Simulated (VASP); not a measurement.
VASP ran on this input.

### KPOINTS
```
Automatic mesh
0
G
  8 8 8
```

INCAR:
```
PREC = Accurate
SYSTEM = TiO2
ISIF = 3
ALGO = Normal   ! blocked Davidson
NELM = 100
EDIFF = 1E-6   ! SCF stop (eV)
LREAL = .FALSE.   ! projection in real space or not
PSTRESS = 200   ! kbar
EDIFFG = -0.02   ! ionic stop
NSW = 40   ! most ionic steps
LWAVE = .FALSE.
LCHARG = .FALSE.
IBRION = 2   ! conjugate gradients
LASPH = .TRUE.   ! aspherical one-centre terms
LMAXMIX = 4   ! l cut-off of mixed one-centre charges
SIGMA = 0.05   ! width (eV)
ENCUT = 620   ! plane-wave cut-off (eV)
ISMEAR = 0   ! Gaussian
```

### POSCAR
```
TiO2
1
   -1.8575855684     1.8575855684     4.3892247784
    1.8575855684    -1.8575855684     4.3892247784
    1.8575855684     1.8575855684    -4.3892247784
Ti O
2 4
Direct
  0.7500000000   0.2500000000   0.5000000000
  0.0000000000   0.0000000000   0.0000000000
  0.5310756864   0.0310756864   0.5000000000
  0.7810756864   0.7810756864   0.0000000000
  0.2189243136   0.2189243136   0.0000000000
  0.9689243136   0.4689243136   0.5000000000
```

POTCAR, in this order: Ti_sv O (LDA.64 set). Program: vasp_std.

Task: Write an equivalent input for Quantum ESPRESSO's pw.x.

Result: One equivalent input (not run):
```
&CONTROL
  calculation = 'vc-relax'
  pseudo_dir = './pseudo'
  outdir = './out'
  tprnfor = .true.
  tstress = .true.
  nstep = 40
  forc_conv_thr = 0.00078
/
&SYSTEM
  ibrav = 0
  nat = 6
  ntyp = 2
  ecutwfc = 84
  occupations = 'smearing'
  smearing = 'gaussian'
  degauss = 0.003675
  input_dft = 'pz'
/
&ELECTRONS
  conv_thr = 7.3e-08
  electron_maxstep = 100
/
&IONS
/
&CELL
  press = 200
/
ATOMIC_SPECIES
  Ti 47.867 Ti.upf
  O 15.999 O.upf
CELL_PARAMETERS angstrom
    -1.8575856    1.8575856    4.3892248
     1.8575856   -1.8575856    4.3892248
     1.8575856    1.8575856   -4.3892248
ATOMIC_POSITIONS crystal
  Ti   0.7500000  0.2500000  0.5000000
  Ti   0.0000000  0.0000000  0.0000000
  O    0.5310757  0.0310757  0.5000000
  O    0.7810757  0.7810757  0.0000000
  O    0.2189243  0.2189243  0.0000000
  O    0.9689243  0.4689243  0.5000000
K_POINTS automatic
  8 8 8 0 0 0
```
The two are equivalent in intent, not identical: the potentials are each code's own (VASP's PAW set, PseudoDojo norm-conserving files in pw.x), so ENCUT and ecutwfc are chosen apart and not converted; conv_thr bounds pw.x's estimated SCF error, while EDIFF bounds the energy change between steps; forc_conv_thr acts on force components and is met together with etot_conv_thr.

The compound is TiO2 in the anatase structure, one of several forms; rutile is the usual stable one. This run relaxes it under an external pressure of 20 GPa. Symmetry was kept, so distortions that lower it aren't found.
